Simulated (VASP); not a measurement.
Input:

```
CELL_PARAMETERS angstrom
      0.00000     2.23380     2.23380
      2.23380     0.00000     2.23380
      2.23380     2.23380     0.00000
ATOMIC_POSITIONS crystal
  Al 0.00000 0.00000 0.00000
  N  0.25000 0.25000 0.25000
```

These are PBE GGA, VASP's PBE PAW potentials (set 64) (plane waves; VASP) values and carry that method's errors. Run with 520 eV cut-off, 8×8×8 Γ-centred mesh, Gaussian smearing of 0.050 eV, potentials Al N.

Task: Predict the energy per atom (σ→0), pressure, band gap (on the k-mesh) with the smallest direct gap where there is one.

Result: 
```json
{
  "band gap (on the k-mesh)": "3.28 eV",
  "smallest direct gap (on the k-mesh)": "3.61 eV",
  "energy per atom (σ→0)": "-7.411 eV/atom",
  "pressure": "-7.99 GPa"
}
```

Only differences to runs with the same potentials and settings are physical.

The compound is AlN in the zinc blende structure, a metastable form; wurtzite is the usual one. The cell was not relaxed at this level.
